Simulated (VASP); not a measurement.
VASP runs on CeO2 (fluorite) share one base input (PBE GGA, plane waves, VASP's PBE PAW potentials (set 64)) and change the settings named in each case.

### KPOINTS
```
Automatic mesh
0
Gamma
6 6 6
0 0 0
```

File POSCAR:
```
CeO2
1
    0.0000000000     2.7591000000     2.7591000000
    2.7591000000     0.0000000000     2.7591000000
    2.7591000000     2.7591000000     0.0000000000
Ce O
1 2
Direct
  0.0000000000   0.0000000000   0.0000000000
  0.2500000000   0.2500000000   0.2500000000
  0.7500000000   0.7500000000   0.7500000000
```

INCAR:
```
# general
SYSTEM =CeO2
PREC   =Accurate
ENCUT  =520   # plane-wave cut-off (eV)
LREAL  =.False.   # projection in real space or not
LASPH  =.True.

# electronic loop
EDIFF  =1E-6   # SCF stop (eV)
NELM   =100   # most electronic steps
ALGO   =Normal
LMAXMIX=6

# smearing
ISMEAR =0
SIGMA  =0.05   # width (eV)

# functional
GGA    =PE

# ions
ISIF   =2

# output
LWAVE  =.False.
LCHARG =.False.
```

POTCAR, in this order: Ce O (PBE.64 set). Program: vasp_std.

| change | E(σ→0) (eV/atom) | pressure (GPa) | −TS (eV) | electronic steps |
|---|---|---|---|---|
| base run | -8.7377 | -4.85 | 0.0000 | 21 |
| ALGO = Fast (not converged) | -7.7730 | 11.79 | -0.0114 | 100 |
| ALGO = VeryFast (not converged) | -8.0098 | 5.85 | -0.0140 | 100 |
| ALGO = All | -8.7377 | -4.85 | 0.0000 | 44 |
| ALGO = Damped (not converged) | -8.7377 | -4.85 | 0.0000 | 100 |
| ALGO = Conjugate | -8.7377 | -4.85 | 0.0000 | 44 |

Left out are runs that ran out of time, are held back, or changed the cell or the kind of run, fixed moments of cells without a moment, rows past the twelfth, gaps on odd meshes, pressures of charged cells and columns that move by less than the noise.

The compound is CeO2 in the fluorite structure. The cell was not relaxed at this level. The run is not spin-polarised, so no magnetic state was tried.
